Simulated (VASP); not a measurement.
A convergence study with VASP on GaN (wurtzite): one setting is varied, all else stays as given below, so the limit is that of these other settings.

```xyz
4
Lattice="1.5950 -2.7626 0.0000 1.5950 2.7626 0.0000 0.0000 0.0000 5.1900" Properties=species:S:1:pos:R:3 pbc="T T T"
Ga     1.5950    -0.9209     2.5950
Ga     1.5950     0.9209     0.0000
N      1.5950    -0.9209     4.5516
N      1.5950     0.9209     1.9566
```

All values below come from PBEsol GGA, VASP's PBE PAW potentials (set 64) (plane waves; VASP). The tightest run used: 700 eV cut-off, 13×13×7 Monkhorst-Pack mesh, Gaussian smearing of 0.050 eV, potentials Ga_d N.

Q: The settings run are 1×1×1 mesh; 2×2×1 mesh; 3×3×2 mesh; 4×4×2 mesh; 5×5×3 mesh; 6×6×3 mesh; 7×7×4 mesh; 8×8×4 mesh; 9×9×5 mesh; 10×10×6 mesh; 11×11×6 mesh; 12×12×7 mesh; 13×13×7 mesh. From which on does the stress (every component) stay within 0.1 GPa of the tightest run?

A: From 6×6×3 mesh on: it is off by 0.02 there and by no more than 0.1 in any finer run, while 5×5×3 mesh is off by 0.16.
```tsv
setting	E (eV/atom)	pressure (GPa)	irreducible k-points	difference judged (GPa)
1×1×1 mesh	-2.2819	27.36	1	39.37
2×2×1 mesh	-6.7741	-2.59	2	9.96
3×3×2 mesh	-6.4944	-0.88	3	1.43
4×4×2 mesh	-6.5746	-1.38	6	0.02
5×5×3 mesh	-6.5647	-1.44	10	0.16
6×6×3 mesh	-6.5694	-1.39	24	0.02
7×7×4 mesh	-6.5694	-1.38	16	0.01
8×8×4 mesh	-6.5698	-1.38	40	0.01
9×9×5 mesh	-6.5696	-1.39	36	0.00
10×10×6 mesh	-6.5697	-1.38	90	0.00
11×11×6 mesh	-6.5697	-1.38	48	0.00
12×12×7 mesh	-6.5697	-1.38	168	0.00
13×13×7 mesh	-6.5697	-1.38	84	0.00
```

Left out are rungs that failed or repeat a setting and relaxations that didn't move; long series are thinned to 24 rows.

The compound is GaN in the wurtzite structure. The cell was not relaxed at this level.
